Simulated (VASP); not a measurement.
Consider the following.

```xyz
4
Lattice="2.5164 0.0000 0.0000 -1.2582 2.1793 0.0000 0.0000 0.0000 4.1647" Properties=species:S:1:pos:R:3 pbc="T T T"
B      1.2582     0.7264     4.1635
B      0.0000     1.4528     2.0812
N      1.2582     0.7264     2.6041
N      0.0000     1.4528     0.5218
```

Calculation: PBE GGA, VASP's PBE PAW potentials (set 64) (plane waves; VASP). Numerical set-up: 400 eV cut-off, 10×10×6 Γ-centred mesh, Gaussian smearing of 0.010 eV, potentials B N.

At this cut-off the stress carries a Pulay error, which pulls relaxed volumes low.

**Question.** Give the stress tensor in GPa (positive for a compressed cell).

**Answer.** 
```
11.68   0.00   0.00
 0.00  11.68   0.00
 0.00   0.00  11.23
```
The pressure is its mean diagonal, 11.53 GPa.

The structure comes from a computed database's BN entry; how it stands against other phases isn't given here. The cell was not relaxed at this level.
